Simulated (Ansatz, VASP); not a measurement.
# AlNi: VASP beside Ansatz

Wanted: the spread between two codes on one cell, functional and k mesh. The cell is taken from a series of runs on this material, whose earlier steps may have relaxed, scaled, displaced or heated it; both programs get it as it stands.

Main program and level: Ansatz 0.2.0; plane waves, with VASP 6.6.1 beside it; zone-centre phonons at PBEsol.

## Step 1: Set-up

It takes space group Cmmm (No. 65, orthorhombic). Conventional cell: a = 4.059 Å, b = 4.169 Å, c = 2.810 Å, α = 90.00°, β = 90.00°, γ = 90.00°. Nearest to Al lie 8 Ni at 2.47 to 2.51 Å. Ni has 8 Al at 2.47 to 2.51 Å nearest. Farther neighbours are not listed.

Coordinates:

```cif
data_structure
_symmetry_space_group_name_H-M 'Cmmm'
_symmetry_Int_Tables_number 65
_cell_length_a 4.0585
_cell_length_b 4.1685
_cell_length_c 2.8100
_cell_angle_alpha 90.000
_cell_angle_beta 90.000
_cell_angle_gamma 90.000
_cell_volume 47.54
loop_
_atom_site_label
_atom_site_type_symbol
_atom_site_symmetry_multiplicity
_atom_site_Wyckoff_symbol
_atom_site_fract_x
_atom_site_fract_y
_atom_site_fract_z
_atom_site_occupancy
Al1 Al 2 a 0.00000 0.00000 0.00000 1
Ni1 Ni 2 c 0.00000 0.50000 0.50000 1
```

## Step 2: VASP: zone-centre phonons, PBEsol

Second derivatives magnify differences that forces hide, and they need a tight electronic threshold.

Lines of VASP's logs that name or quote its potential files are left out, and so is its time.

File INCAR:

```
SYSTEM = AlNi
PREC = Accurate
ENCUT = 600
EDIFF = 1E-08
NELM = 120
ISMEAR = 1
SIGMA = 0.2
LREAL = .FALSE.
ALGO = Normal
GGA = PS
NBANDS = 12
LASPH = .TRUE.
LORBIT = 11
LWAVE = .FALSE.
LCHARG = .FALSE.
ISIF = 2
IBRION = 8
GGA_COMPAT = .FALSE.
KPAR = 2
```

File POSCAR:

```
AlNi
1.0
    2.9087036859      0.0388875727      0.0000000000
    0.0388875727      2.9087036859      0.0000000000
    0.0000000000      0.0000000000      2.8099718846
Al Ni
1 1
Direct
    0.0000000000      0.0000000000      0.0000000000
    0.5000000000      0.5000000000      0.5000000000
```

File KPOINTS:

```
Automatic mesh
0
Gamma
16 16 16
0 0 0
```

Potentials, in the order of the species: Al and Ni (PBE family, release 64).

Started as:

```console
$ mpirun -np 2 vasp_std
```

Numbers of over 12 decimals in the logs are rounded to 6 here.

The program printed:

```text
[banner, memory and clock lines left out]
running    2 mpi-ranks, on    1 nodes
 distrk:  each k-point on    1 cores,    2 groups
 distr:  one band on    1 cores,    1 groups

 POSCAR found type information on POSCAR AlNi
 POSCAR found :  2 types and       2 ions
|                                                                             |
|               ----> ADVICE to this user running VASP <----                  |
|                                                                             |
|     You enforced a specific xc type in the INCAR file but a different       |
|     [... a line on the potential file left out ...]
|     I HOPE YOU KNOW WHAT YOU ARE DOING!                                     |
|                                                                             |

 LDA part: xc-table for (Slater+PW92), standard interpolation
 POSCAR, INCAR and KPOINTS ok, starting setup
 FFT: planning ... GRIDC
 FFT: planning ... GRID_SOFT
 FFT: planning ... GRID
 WAVECAR not read
 entering main loop
       N       E                     dE             d eps       ncg     rms          rms(c)
DAV:   1     0.435037284980E+02    0.43504E+02   -0.60985E+03 15848   0.127E+03
DAV:   2    -0.114157156125E+02   -0.54919E+02   -0.50820E+02 16212   0.207E+02
DAV:   3    -0.131792469354E+02   -0.17635E+01   -0.17411E+01 19140   0.433E+01
DAV:   4    -0.132044509598E+02   -0.25204E-01   -0.25194E-01 17632   0.464E+00
DAV:   5    -0.132052078563E+02   -0.75690E-03   -0.75687E-03 19092   0.895E-01    0.128E+01
DAV:   6    -0.153146363402E+02   -0.21094E+01   -0.55335E+01 17544   0.118E+02    0.164E+01
DAV:   7    -0.116047412879E+02    0.37099E+01   -0.15907E+01 17712   0.698E+01    0.119E+00
DAV:   8    -0.115874819274E+02    0.17259E-01   -0.39611E-01 19372   0.745E+00    0.997E-01
DAV:   9    -0.115730155219E+02    0.14466E-01   -0.47389E-02 19104   0.312E+00    0.218E-01
DAV:  10    -0.115724719134E+02    0.54361E-03   -0.20666E-03 19708   0.676E-01    0.783E-02
DAV:  11    -0.115724734845E+02   -0.15710E-05   -0.63821E-05 19292   0.742E-02    0.223E-02
DAV:  12    -0.115724722991E+02    0.11853E-05   -0.58010E-06 20168   0.390E-02    0.455E-03
DAV:  13    -0.115724718640E+02    0.43514E-06   -0.18854E-07 22388   0.538E-03    0.125E-03
DAV:  14    -0.115724718527E+02    0.11288E-07   -0.42101E-08 11548   0.273E-03    0.751E-04
DAV:  15    -0.115724718726E+02   -0.19908E-07   -0.37579E-09  9212   0.105E-03    0.112E-04
DAV:  16    -0.115724718735E+02   -0.87448E-09   -0.55430E-10  8748   0.258E-04
   1 F= -.11572472E+02 E0= -.11572496E+02  d E =0.729435E-04
 Linear response reoptimize wavefunctions to high precision
DAV:   1    -0.115724718763E+02   -0.28372E-08   -0.44396E-10  9560   0.354E-04
DAV:   2    -0.115724718763E+02    0.95497E-11   -0.36101E-11  8540   0.620E-05
 Linear response DOF=           4
 Linear response progress:
  Degree of freedom:   1/  4
       N       E                     dE             d eps       ncg     rms          rms(c)
RMM:   1    -0.595115325469E-02   -0.59512E-02    0.37596E-03 63401   0.651E-01
RMM:   2    -0.565819048518E-02    0.29296E-03   -0.10337E-04 42563   0.236E-01    0.600E-02
RMM:   3    -0.564972196042E-02    0.84685E-05   -0.11041E-04 45853   0.837E-02    0.296E-02
RMM:   4    -0.572310454353E-02   -0.73383E-04   -0.43908E-05 45738   0.502E-02    0.614E-03
RMM:   5    -0.572824776810E-02   -0.51432E-05   -0.25600E-06 46664   0.120E-02    0.161E-03
RMM:   6    -0.572853991398E-02   -0.29215E-06   -0.12257E-07 45166   0.323E-03    0.985E-04
RMM:   7    -0.572849792368E-02    0.41990E-07   -0.22408E-08 43274   0.165E-03    0.693E-04
RMM:   8    -0.572839288790E-02    0.10504E-06   -0.44089E-09 48713   0.512E-04    0.223E-04
RMM:   9    -0.572866141414E-02   -0.26853E-06   -0.68860E-10 49113   0.156E-04    0.342E-05
RMM:  10    -0.572863256785E-02    0.28846E-07   -0.31081E-11 49212   0.538E-05    0.821E-06
RMM:  11    -0.572865609967E-02   -0.23532E-07   -0.66689E-11 49384   0.215E-05    0.226E-06
RMM:  12    -0.572865270781E-02    0.33919E-08   -0.61253E-12 49711   0.806E-06    0.611E-07
 first order change of Fermi-energy   0.87641E-04
 force on displaced ion       1 direction 1 :  -5.928   0.775   0.000
 Linear response progress:
  Degree of freedom:   2/  4
       N       E                     dE             d eps       ncg     rms          rms(c)
RMM:   1    -0.535814630585E-02   -0.53581E-02    0.95068E-04 35354   0.591E-01
RMM:   2    -0.509025615606E-02    0.26789E-03   -0.14352E-04 24133   0.209E-01    0.543E-02
RMM:   3    -0.508885265813E-02    0.14035E-05   -0.81186E-05 25715   0.719E-02    0.280E-02
RMM:   4    -0.515603082255E-02   -0.67178E-04   -0.33354E-05 25669   0.443E-02    0.566E-03
RMM:   5    -0.516123174327E-02   -0.52009E-05   -0.14885E-06 26255   0.104E-02    0.187E-03
RMM:   6    -0.516194055840E-02   -0.70882E-06    0.12729E-07 24141   0.339E-03    0.995E-04
RMM:   7    -0.516193707521E-02    0.34832E-08   -0.30600E-08 23660   0.192E-03    0.485E-04
 first order change of Fermi-energy  -0.31428E-03
 force on displaced ion       1 direction 3 :   0.000   0.000  -5.864
 Linear response progress:
  Degree of freedom:   3/  4
       N       E                     dE             d eps       ncg     rms          rms(c)
RMM:   1    -0.186851567060E+00   -0.18685E+00   -0.99816E-02 41549   0.267E+00
RMM:   2    -0.185382716797E+00    0.14689E-02   -0.16422E-03 41717   0.500E-01    0.131E-01
RMM:   3    -0.185404151375E+00   -0.21435E-04   -0.12633E-04 44597   0.961E-02    0.771E-02
RMM:   4    -0.185843416681E+00   -0.43927E-03   -0.17956E-04 48069   0.104E-01    0.534E-03
RMM:   5    -0.185821689505E+00    0.21727E-04   -0.33761E-06 49340   0.195E-02    0.343E-03
RMM:   6    -0.185815724397E+00    0.59651E-05   -0.23871E-07 44888   0.592E-03    0.246E-03
RMM:   7    -0.185804103088E+00    0.11621E-04   -0.10522E-07 48645   0.357E-03    0.504E-04
RMM:   8    -0.185798369483E+00    0.57336E-05   -0.77933E-09 50518   0.767E-04    0.742E-05
RMM:   9    -0.185797883890E+00    0.48559E-06   -0.41666E-10 51712   0.154E-04    0.245E-05
RMM:  10    -0.185797622615E+00    0.26128E-06   -0.99251E-11 51709   0.472E-05    0.111E-05
RMM:  11    -0.185797625330E+00   -0.27155E-08   -0.12496E-12 51589   0.234E-05    0.122E-06
 first order change of Fermi-energy  -0.72944E-03
 force on displaced ion       2 direction 1 :  -5.955   0.783   0.000
 Linear response progress:
  Degree of freedom:   4/  4
       N       E                     dE             d eps       ncg     rms          rms(c)
RMM:   1    -0.185328806436E+00   -0.18533E+00   -0.97668E-02 23343   0.266E+00
RMM:   2    -0.184137283374E+00    0.11915E-02   -0.16854E-03 23398   0.490E-01    0.127E-01
RMM:   3    -0.184101664102E+00    0.35619E-04   -0.12152E-04 25045   0.959E-02    0.755E-02
RMM:   4    -0.184472669374E+00   -0.37101E-03   -0.19604E-04 26823   0.110E-01    0.641E-03
RMM:   5    -0.184461365590E+00    0.11304E-04   -0.37590E-06 27374   0.214E-02    0.455E-03
RMM:   6    -0.184451187802E+00    0.10178E-04   -0.22115E-07 24767   0.547E-03    0.300E-03
RMM:   7    -0.184435964308E+00    0.15223E-04   -0.63826E-08 24827   0.306E-03    0.376E-04
RMM:   8    -0.184431707910E+00    0.42564E-05   -0.86904E-09 28491   0.889E-04    0.112E-04
RMM:   9    -0.184430984106E+00    0.72380E-06   -0.11773E-09 28295   0.353E-04    0.425E-05
RMM:  10    -0.184430810221E+00    0.17388E-06   -0.14906E-09 28563   0.111E-04    0.190E-05
RMM:  11    -0.184430548417E+00    0.26180E-06   -0.21673E-09 28724   0.356E-05    0.350E-06
RMM:  12    -0.184430614415E+00   -0.65998E-07   -0.75231E-10 28682   0.154E-05    0.110E-06
RMM:  13    -0.184430614403E+00    0.11723E-10   -0.19711E-10 26488   0.879E-06    0.355E-07
 first order change of Fermi-energy   0.27300E-02
 force on displaced ion       2 direction 3 :   0.000   0.000  -5.883
 Linear response finished
```

Parts of OUTCAR (step 2):

```text
ion  position               nearest neighbor table
   1  0.000  0.000  0.000-   2 2.47   2 2.47   2 2.47   2 2.47   2 2.51   2 2.51   2 2.51   2 2.51

  LATTYP: Found a base centered orthorhombic cell.
 ALAT       =     4.0585328688
 B/A-ratio  =     1.0271010902
 C/A-ratio  =     0.6923614950

 Subroutine GETGRP returns: Found  8 space group operations
 (whereof  8 operations were pure point group operations)

The static configuration has the point symmetry D_2h.

 Found    657 irreducible k-points:

   k-points           NKPTS =    657   k-points in BZ     NKDIM =    657   number of bands    NBANDS=     12

   dimension x,y,z NGX =    24 NGY =   24 NGZ =   24
   dimension x,y,z NGXF=    48 NGYF=   48 NGZF=   48

   ENCUT  =  600.0 eV  44.10 Ry    6.64 a.u.   5.81  5.81  5.61*2*pi/ulx,y,z

   NELECT =      13.0000    total number of electrons

 k-points in reciprocal lattice and weights: Automatic mesh
   0.00000000  0.00000000  0.00000000       0.000
   0.06250000  0.00000000  0.00000000       0.001
   0.12500000  0.00000000  0.00000000       0.001
   0.18750000 -0.00000000  0.00000000       0.001
   0.25000000  0.00000000  0.00000000       0.001
   0.31250000  0.00000000  0.00000000       0.001
   0.37500000 -0.00000000  0.00000000       0.001
   0.43750000  0.00000000  0.00000000       0.001
   0.50000000  0.00000000  0.00000000       0.000
[...]
-0.43750000  0.43750000  0.50000000       0.000
   0.50000000  0.50000000  0.50000000       0.000

 average (electrostatic) potential at core
       1 -69.7284       2 -81.2618

  Total       -0.4650336     -0.4650336      0.0323886     -0.4849275      0.0000000      0.0000000
  in kB      -31.3452436    -31.3452436      2.1831313    -32.6861755      0.0000000      0.0000000
  external PRESSURE =     -20.1691187 kB  Pullay stress =       0.0000000 kB

  energy-cutoff  :      600.00
  volume of cell :       23.77
      direct lattice vectors                 reciprocal lattice vectors
     2.908703686  0.038887573  0.000000000     0.343857223 -0.004597159  0.000000000
     0.038887573  2.908703686  0.000000000    -0.004597159  0.343857223  0.000000000
     0.000000000  0.000000000  2.809971885     0.000000000  0.000000000  0.355875447

 POSITION                                       TOTAL-FORCE (eV/Angst)
 -----------------------------------------------------------------------------------
      0.00000      0.00000      0.00000         0.000000      0.000000      0.000000
      1.47380      1.47380      1.40499        -0.000000      0.000000      0.000000
 -----------------------------------------------------------------------------------
    total drift:                                0.000000      0.000000     -0.000000

 Eigenvectors and eigenvalues of the dynamical matrix
 ----------------------------------------------------

   1 f  =    9.422060 THz    59.200551 2PiTHz  314.286101 cm-1    38.966493 meV
             X         Y         Z           dx          dy          dz
      0.000000  0.000000  0.000000     0.584776   -0.584776    0.000000
      1.473796  1.473796  1.404986    -0.397539    0.397539    0.000000

   2 f  =    8.809841 THz    55.353864 2PiTHz  293.864667 cm-1    36.434559 meV
             X         Y         Z           dx          dy          dz
      0.000000  0.000000  0.000000     0.000000    0.000000    0.827265
      1.473796  1.473796  1.404986     0.000000    0.000000   -0.561812

   3 f  =    8.259120 THz    51.893580 2PiTHz  275.494580 cm-1    34.156959 meV
             X         Y         Z           dx          dy          dz
      0.000000  0.000000  0.000000     0.584938    0.584938    0.000000
      1.473796  1.473796  1.404986    -0.397300   -0.397300    0.000000

   4 f/i=    0.006597 THz     0.041449 2PiTHz    0.220045 cm-1     0.027282 meV
             X         Y         Z           dx          dy          dz
      0.000000  0.000000  0.000000     0.000000    0.000000   -0.561812
      1.473796  1.473796  1.404986     0.000000    0.000000   -0.827265

   5 f/i=    0.006726 THz     0.042263 2PiTHz    0.224370 cm-1     0.027818 meV
             X         Y         Z           dx          dy          dz
      0.000000  0.000000  0.000000     0.397300    0.397300    0.000000
      1.473796  1.473796  1.404986     0.584938    0.584938    0.000000

   6 f/i=    0.011534 THz     0.072470 2PiTHz    0.384734 cm-1     0.047701 meV
             X         Y         Z           dx          dy          dz
      0.000000  0.000000  0.000000    -0.397539    0.397539    0.000000
      1.473796  1.473796  1.404986    -0.584776    0.584776    0.000000

 ELASTIC MODULI CONTR FROM IONIC RELAXATION (kBar)
 Direction    XX          YY          ZZ          XY          YZ          ZX
 --------------------------------------------------------------------------------
 XX           0.0000      0.0000      0.0000      0.0000      0.0000      0.0000
 YY           0.0000      0.0000      0.0000      0.0000      0.0000      0.0000
 ZZ           0.0000      0.0000      0.0000      0.0000      0.0000      0.0000
 XY           0.0000      0.0000      0.0000      0.0000      0.0000      0.0000
 YZ           0.0000      0.0000      0.0000      0.0000      0.0000      0.0000
 ZX           0.0000      0.0000      0.0000      0.0000      0.0000      0.0000
 --------------------------------------------------------------------------------
```

(Part 1 of 2 ends here.)

[Lines on the potential files, build, host, timing and source positions are cut from VASP's logs without a mark.]

[Logs are printed without paths, hosts, clocks, repeated set-up lines and the standing remarks that a program may print on its own settings, such as how far it seeks lower states.]

[Hosts, paths, dates, database ids (printed as entryN), source tags and the programs' standing remarks are cut or masked in the printed files.]
